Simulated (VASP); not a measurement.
Calculation: PBEsol GGA, VASP's PBE PAW potentials (set 64) (plane waves; VASP).

VASP input:

**POSCAR**
```
MoS2
1
    3.1600000000     0.0000000000     0.0000000000
   -1.5800000000     2.7366400000     0.0000000000
    0.0000000000     0.0000000000    12.3000000000
Mo S
2 4
Direct
  0.6666670000   0.3333330000   0.7500000000
  0.3333330000   0.6666670000   0.2500000000
  0.6666670000   0.3333330000   0.3790000000
  0.3333330000   0.6666670000   0.8790000000
  0.3333330000   0.6666670000   0.6210000000
  0.6666670000   0.3333330000   0.1210000000
```

**INCAR**
```
ALGO=Normal
EDIFF=1E-6
EDIFFG=-0.01
ENCUT=480
GGA=PS
IBRION=2
ISIF=3
ISMEAR=0
LASPH=.TRUE.
LCHARG=.FALSE.
LMAXMIX=4
LREAL=.FALSE.
LWAVE=.FALSE.
NELM=100
NSW=60
PREC=Accurate
SIGMA=0.05
SYSTEM=MoS2
```

### KPOINTS
```
Automatic mesh
0
Gamma
9 9 2
0 0 0
```

POTCAR, in this order: Mo_sv S (PBE.64 set). Program: vasp_std.

The run wrote:

### OSZICAR
```
...
DAV:   4    -0.468985701682E+02    0.88249E-03   -0.46278E-03  1668   0.349E-01    0.228E-01
DAV:   5    -0.468985763648E+02   -0.61966E-05   -0.40957E-04  1718   0.133E-01    0.162E-01
DAV:   6    -0.468985251661E+02    0.51199E-04   -0.26477E-04  1884   0.790E-02    0.233E-02
DAV:   7    -0.468985221749E+02    0.29912E-05   -0.44768E-05  1698   0.363E-02    0.720E-03
DAV:   8    -0.468985221529E+02    0.21917E-07   -0.70045E-07  1115   0.518E-03
   6 F= -.46898522E+02 E0= -.46898522E+02  d E =-.429602E-02
       N       E                     dE             d eps       ncg     rms          rms(c)
DAV:   1    -0.470181632723E+02   -0.11964E+00   -0.50473E+00  1523   0.148E+01    0.316E+00
DAV:   2    -0.469293282217E+02    0.88835E-01   -0.93684E-01  1659   0.610E+00    0.195E+00
DAV:   3    -0.469037160762E+02    0.25612E-01   -0.95818E-02  1642   0.154E+00    0.614E-01
DAV:   4    -0.469000760082E+02    0.36401E-02   -0.19370E-02  1708   0.694E-01    0.455E-01
DAV:   5    -0.469001301414E+02   -0.54133E-04   -0.17247E-03  1790   0.270E-01    0.329E-01
DAV:   6    -0.468999562970E+02    0.17384E-03   -0.10507E-03  1901   0.159E-01    0.570E-02
DAV:   7    -0.468999510800E+02    0.52169E-05   -0.16935E-04  1698   0.703E-02    0.142E-02
DAV:   8    -0.468999512102E+02   -0.13019E-06   -0.31525E-06  1483   0.100E-02
   7 F= -.46899951E+02 E0= -.46899951E+02  d E =-.572507E-02
       N       E                     dE             d eps       ncg     rms          rms(c)
DAV:   1    -0.469020787720E+02   -0.21277E-02   -0.60158E-02  1511   0.159E+00    0.313E-01
DAV:   2    -0.469009410794E+02    0.11377E-02   -0.10689E-02  1690   0.626E-01    0.215E-01
DAV:   3    -0.469006375461E+02    0.30353E-03   -0.10435E-03  1672   0.171E-01    0.660E-02
DAV:   4    -0.469005710168E+02    0.66529E-04   -0.34115E-04  1701   0.873E-02    0.335E-02
DAV:   5    -0.469005682724E+02    0.27444E-05   -0.19109E-05  1903   0.273E-02    0.234E-02
DAV:   6    -0.469005662715E+02    0.20009E-05   -0.47983E-06  1492   0.113E-02    0.759E-03
DAV:   7    -0.469005652438E+02    0.10276E-05   -0.12997E-06   961   0.601E-03    0.294E-03
DAV:   8    -0.469005654017E+02   -0.15790E-06   -0.61861E-07   835   0.390E-03
   8 F= -.46900565E+02 E0= -.46900565E+02  d E =-.614192E-03
       N       E                     dE             d eps       ncg     rms          rms(c)
DAV:   1    -0.469157827719E+02   -0.15218E-01   -0.53902E-01  1511   0.476E+00    0.957E-01
DAV:   2    -0.469054805011E+02    0.10302E-01   -0.98348E-02  1683   0.190E+00    0.645E-01
DAV:   3    -0.469026672954E+02    0.28132E-02   -0.98239E-03  1635   0.523E-01    0.194E-01
DAV:   4    -0.469020759468E+02    0.59135E-03   -0.31514E-03  1696   0.264E-01    0.100E-01
DAV:   5    -0.469020575556E+02    0.18391E-04   -0.17469E-04  1891   0.822E-02    0.701E-02
DAV:   6    -0.469020526778E+02    0.48778E-05   -0.40675E-05  1687   0.327E-02    0.245E-02
DAV:   7    -0.469020482338E+02    0.44439E-05   -0.12584E-05  1606   0.171E-02    0.960E-03
DAV:   8    -0.469020482661E+02   -0.32231E-07   -0.21519E-06  1172   0.782E-03
   9 F= -.46902048E+02 E0= -.46902048E+02  d E =-.209706E-02
       N       E                     dE             d eps       ncg     rms          rms(c)
DAV:   1    -0.469580667322E+02   -0.56018E-01   -0.21371E+00  1511   0.948E+00    0.192E+00
DAV:   2    -0.469175235795E+02    0.40543E-01   -0.39837E-01  1706   0.381E+00    0.129E+00
DAV:   3    -0.469059511817E+02    0.11572E-01   -0.40789E-02  1642   0.106E+00    0.385E-01
DAV:   4    -0.469035838175E+02    0.23674E-02   -0.13088E-02  1674   0.536E-01    0.210E-01
DAV:   5    -0.469035213301E+02    0.62487E-04   -0.69048E-04  1905   0.162E-01    0.145E-01
DAV:   6    -0.469035152001E+02    0.61300E-05   -0.15633E-04  1649   0.635E-02    0.551E-02
DAV:   7    -0.469035038711E+02    0.11329E-04   -0.49495E-05  1821   0.333E-02    0.215E-02
DAV:   8    -0.469035032697E+02    0.60141E-06   -0.91050E-06  1671   0.141E-02
  10 F= -.46903503E+02 E0= -.46903503E+02  d E =-.355206E-02
       N       E                     dE             d eps       ncg     rms          rms(c)
DAV:   1    -0.469079077498E+02   -0.44039E-02   -0.17051E-01  1511   0.267E+00    0.533E-01
DAV:   2    -0.469046581339E+02    0.32496E-02   -0.30832E-02  1668   0.106E+00    0.361E-01
DAV:   3    -0.469037759818E+02    0.88215E-03   -0.30751E-03  1651   0.293E-01    0.109E-01
DAV:   4    -0.469035873599E+02    0.18862E-03   -0.98546E-04  1687   0.148E-01    0.562E-02
DAV:   5    -0.469035808930E+02    0.64670E-05   -0.54637E-05  1883   0.460E-02    0.394E-02
DAV:   6    -0.469035778265E+02    0.30664E-05   -0.13083E-05  1538   0.188E-02    0.131E-02
DAV:   7    -0.469035758583E+02    0.19682E-05   -0.41148E-06  1434   0.100E-02    0.529E-03
DAV:   8    -0.469035759646E+02   -0.10628E-06   -0.73493E-07   930   0.466E-03
  11 F= -.46903576E+02 E0= -.46903576E+02  d E =-.362475E-02
       N       E                     dE             d eps       ncg     rms          rms(c)
DAV:   1    -0.469054349585E+02   -0.18591E-02   -0.67302E-02  1488   0.188E+00    0.554E-01
DAV:   2    -0.469043015991E+02    0.11334E-02   -0.55659E-03  1608   0.508E-01    0.103E-01
DAV:   3    -0.469040442239E+02    0.25738E-03   -0.10866E-03  1888   0.161E-01    0.816E-02
DAV:   4    -0.469040014969E+02    0.42727E-04   -0.23746E-04  1765   0.926E-02    0.239E-02
DAV:   5    -0.469040000332E+02    0.14636E-05   -0.33151E-05  1874   0.352E-02    0.289E-02
DAV:   6    -0.469040020609E+02   -0.20276E-05   -0.62978E-06  1600   0.133E-02    0.754E-03
DAV:   7    -0.469040031224E+02   -0.10615E-05   -0.13556E-06   975   0.796E-03    0.275E-03
DAV:   8    -0.469040032635E+02   -0.14110E-06   -0.18574E-07   842   0.283E-03
  12 F= -.46904003E+02 E0= -.46904003E+02  d E =-.427299E-03
       N       E                     dE             d eps       ncg     rms          rms(c)
DAV:   1    -0.469040243459E+02   -0.21223E-04   -0.82140E-04  1488   0.208E-01    0.608E-02
DAV:   2    -0.469040102414E+02    0.14104E-04   -0.67726E-05  1600   0.560E-02    0.114E-02
DAV:   3    -0.469040071730E+02    0.30684E-05   -0.13180E-05  1723   0.177E-02    0.913E-03
DAV:   4    -0.469040067152E+02    0.45776E-06   -0.27315E-06  1168   0.103E-02
  13 F= -.46904007E+02 E0= -.46904007E+02  d E =-.430751E-03
       N       E                     dE             d eps       ncg     rms          rms(c)
DAV:   1    -0.469040091469E+02   -0.19739E-05   -0.13950E-04  1488   0.858E-02    0.234E-02
DAV:   2    -0.469040065272E+02    0.26197E-05   -0.11432E-05  1606   0.229E-02    0.467E-03
DAV:   3    -0.469040060596E+02    0.46762E-06   -0.18216E-06   967   0.717E-03
  14 F= -.46904006E+02 E0= -.46904006E+02  d E =-.430095E-03
       N       E                     dE             d eps       ncg     rms          rms(c)
DAV:   1    -0.469040738424E+02   -0.67315E-04   -0.15945E-03  1488   0.280E-01    0.390E-02
DAV:   2    -0.469040401479E+02    0.33695E-04   -0.12208E-04  1714   0.566E-02    0.236E-02
DAV:   3    -0.469040342272E+02    0.59206E-05   -0.18642E-05  1793   0.268E-02    0.123E-02
DAV:   4    -0.469040325422E+02    0.16850E-05   -0.30606E-06  1320   0.963E-03    0.832E-03
DAV:   5    -0.469040326328E+02   -0.90609E-07   -0.13111E-06   863   0.663E-03
  15 F= -.46904033E+02 E0= -.46904033E+02  d E =-.265733E-04
       N       E                     dE             d eps       ncg     rms          rms(c)
DAV:   1    -0.469040626728E+02   -0.30131E-04   -0.92571E-04  1488   0.213E-01    0.292E-02
DAV:   2    -0.469040437265E+02    0.18946E-04   -0.69043E-05  1714   0.426E-02    0.178E-02
DAV:   3    -0.469040403805E+02    0.33461E-05   -0.10318E-05  1768   0.199E-02    0.895E-03
DAV:   4    -0.469040394002E+02    0.98026E-06   -0.16111E-06  1000   0.720E-03
  16 F= -.46904039E+02 E0= -.46904039E+02  d E =-.333407E-04
```

### OUTCAR
```
------------------------ aborting loop because EDIFF is reached ----------------------------------------
  FORCE on cell =-STRESS in cart. coord.  units (eV):
  Direction    XX          YY          ZZ          XY          YZ          ZX
  --------------------------------------------------------------------------------------
  Total       -0.0018994     -0.0018994      0.0109833      0.0000000      0.0000000      0.0000000
  in kB       -0.0283160     -0.0283160      0.1637385      0.0000000      0.0000000      0.0000000
  external PRESSURE =       0.0357021 kB  Pullay stress =       0.0000000 kB
  volume of cell :      107.47
      direct lattice vectors                 reciprocal lattice vectors
     3.141327286  0.000000000  0.000000000     0.318336776  0.183791842  0.000000000
    -1.570663643  2.720468960  0.000000000    -0.000000000  0.367583683  0.000000000
     0.000000000 -0.000000000 12.575766219    -0.000000000 -0.000000000  0.079518018
 POSITION                                       TOTAL-FORCE (eV/Angst)
 -----------------------------------------------------------------------------------
      1.57067      0.90682      9.43182         0.000000     -0.000000      0.000000
     -0.00000      1.81365      3.14394        -0.000000      0.000000      0.000000
      1.57067      0.90682      4.70281         0.000000     -0.000000      0.004872
     -0.00000      1.81365     10.99069        -0.000000      0.000000      0.004872
     -0.00000      1.81365      7.87296        -0.000000      0.000000     -0.004872
      1.57067      0.90682      1.58507        -0.000000     -0.000000     -0.004872
 -----------------------------------------------------------------------------------
    total drift:                               -0.003562      0.002056     -0.001154
  FREE ENERGIE OF THE ION-ELECTRON SYSTEM (eV)
  ---------------------------------------------------
  free  energy   TOTEN  =       -46.9040394002 eV

  energy  without entropy=      -46.9040394002  energy(sigma->0) =      -46.90403940

 reached required accuracy - stopping structural energy minimisation
```
(Selected blocks of OUTCAR.)

CONTCAR:
```
MoS2
   1.00000000000000
     3.1413272862193207    0.0000000000000000    0.0000000000000000
    -1.5706636431096603    2.7204689604432133    0.0000000000000000
     0.0000000000000000   -0.0000000000000000   12.5757662192022437
  Mo              S
     2     4
Direct
     0.6666669999999968    0.3333330000000032    0.7500000000000000
     0.3333330000000032    0.6666669999999968    0.2500000000000000
     0.6666669999999968    0.3333330000000032    0.3739580703726482
     0.3333330000000032    0.6666669999999968    0.8739580703726484
     0.3333330000000032    0.6666669999999968    0.6260419296273516
     0.6666669999999968    0.3333330000000032    0.1260419296273519
```

File OUTCAR:
```
 val. band max:        7.2654814755   @ k =   0.0000   0.0000   0.0000

 cond. band min:       8.3380721070   @ k =   0.2222   0.1111   0.0000


 Fermi energy:         7.4957792929

 k-point     1 :       0.0000    0.0000    0.0000
  band No.  band energies     occupation
      1     -54.0187      2.00000
      2     -54.0187      2.00000
      3     -28.2305      2.00000
      4     -28.2304      2.00000
      5     -27.9679      2.00000
      6     -27.9678      2.00000
      7     -27.9678      2.00000
      8     -27.9678      2.00000
      9      -7.6611      2.00000
     10      -7.4513      2.00000
     11      -6.3802      2.00000
     12      -6.0253      2.00000
     13       0.4241      2.00000
     14       1.2962      2.00000
     15       3.8829      2.00000
     16       4.0561      2.00000
     17       4.0561      2.00000
     18       4.0647      2.00000
     19       4.0647      2.00000
     20       5.2009      2.00000
     21       5.2009      2.00000
     22       5.2330      2.00000
     23       5.2331      2.00000
     24       5.9542      2.00000
     25       6.1388      2.00000
     26       7.2655      2.00000
     27       9.5557      0.00000
     28       9.5558      0.00000
     29       9.5758      0.00000
     30       9.5759      0.00000
     31       9.7719      0.00000

 k-point     2 :       0.1111    0.0000    0.0000
  band No.  band energies     occupation
      1     -54.0134      2.00000
      2     -54.0134      2.00000
      3     -28.2202      2.00000
      4     -28.2201      2.00000
      5     -28.0198      2.00000
      6     -28.0198      2.00000
      7     -27.9796      2.00000
      8     -27.9796      2.00000
      9      -7.4669      2.00000
     10      -7.2590      2.00000
     11      -6.2911      2.00000
     12      -5.9552      2.00000
     13       0.6414      2.00000
     14       1.5062      2.00000
     15       3.5219      2.00000
     16       3.6444      2.00000
     17       3.6653      2.00000
...
```

Without a dispersion term in the relaxation, distances and binding between the weakly bound layers, chains or molecules are unreliable, and so is what depends on them.

The compound is MoS2 in the 2H layered structure. This run relaxes it. Symmetry was kept, so distortions that lower it aren't found.
